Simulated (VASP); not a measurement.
All values below come from AM05 GGA, VASP's PBE PAW potentials (set 64) (plane waves; VASP).

The input files of a VASP run:

INCAR:
```
# general
SYSTEM  = Y
PREC    = Accurate
ENCUT   = 520
LREAL   = .False.
LASPH   = .True.

# electronic loop
EDIFF   = 1E-6
NELM    = 100
ALGO    = Normal
LMAXMIX = 4

# smearing
ISMEAR  = 1
SIGMA   = 0.1

# functional
GGA     = AM

# ions
IBRION  = 2
NSW     = 60
ISIF    = 3
EDIFFG  = -0.01

# output
LWAVE   = .False.
LCHARG  = .False.
```

**KPOINTS**
```
Automatic mesh
0
Gamma
11 11 6
0 0 0
```

### POSCAR
```
Y
1.0
  1.8079649551  -3.1314874290   0.0000000000
  1.8079649551   3.1314874290   0.0000000000
  0.0000000000   0.0000000000   5.5715617896
Y
2
Cart
  1.8079649551   1.0438312307   1.3928904474
  1.8079649551  -1.0438312307   4.1786713422
```

POTCAR, in this order: Y_sv (PBE.64 set). Program: vasp_std.

### Question
What does the run give for the energy per atom (σ→0), volume per atom, band gap (on the k-mesh)?

### Answer

```yaml
energy per atom (σ→0): -6.603 eV/atom
band gap (on the k-mesh): none (metal, semimetal or under 0.01 eV)
volume_per_atom: 31.49 Å³/atom
```

**OSZICAR**
```
...
DAV:   6    -0.132050599577E+02    0.18079E-06   -0.48654E-06  1596   0.173E-02
   2 F= -.13205060E+02 E0= -.13206409E+02  d E =-.387804E-04
       N       E                     dE             d eps       ncg     rms          rms(c)
DAV:   1    -0.132050973046E+02   -0.37166E-04   -0.81532E-04  2739   0.206E-01    0.416E-02
DAV:   2    -0.132050687443E+02    0.28560E-04   -0.74180E-05  2428   0.627E-02    0.185E-02
DAV:   3    -0.132050628366E+02    0.59077E-05   -0.61921E-05  3245   0.437E-02    0.113E-02
DAV:   4    -0.132050629354E+02   -0.98778E-07   -0.25944E-06  1558   0.110E-02
   3 F= -.13205063E+02 E0= -.13206412E+02  d E =-.417581E-04
```

The compound is Y in the hcp structure. This run relaxes it. Symmetry was kept, so distortions that lower it aren't found. The start is the result of an earlier pass.
